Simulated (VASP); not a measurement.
Shape and ions are relaxed at each volume.

Consider the following.

```cif
data_F4Zn2
_chemical_formula_sum 'Zn2 F4'
_space_group_name_H-M_alt 'P 1'
_space_group_IT_number 1
_cell_length_a 4.76893
_cell_length_b 4.76893
_cell_length_c 3.18316
_cell_angle_alpha 90.000
_cell_angle_beta 90.000
_cell_angle_gamma 90.000
loop_
_space_group_symop_operation_xyz
  'x, y, z'
loop_
_atom_site_label
_atom_site_type_symbol
_atom_site_fract_x
_atom_site_fract_y
_atom_site_fract_z
_atom_site_occupancy
Zn1 Zn 0.00000 0.00000 0.00000 1
Zn2 Zn 0.50000 0.50000 0.50000 1
F1 F 0.30345 0.30345 0.00000 1
F2 F 0.80345 0.19655 0.50000 1
F3 F 0.19655 0.80345 0.50000 1
F4 F 0.69655 0.69655 0.00000 1
```

Level of theory: PBE GGA with D4 dispersion, VASP's PBE PAW potentials (set 64) (plane waves; VASP 6.6.1). Numerical set-up: 520 eV cut-off, 5×5×7 Γ-centred mesh, Gaussian smearing of 0.050 eV, potentials Zn F.

Q: Give the energy at these volumes per atom, relative to the lowest: 11.31, 11.67, 12.03, 12.39, 12.75 Å³.

A: 17.2, 4.4, 0.0, 2.6, 10.9 meV/atom. A third-order Birch-Murnaghan fit gives B0 = 101 GPa and B0′ = 5.4.

The compound is ZnF2 in the rutile structure. It was relaxed first.
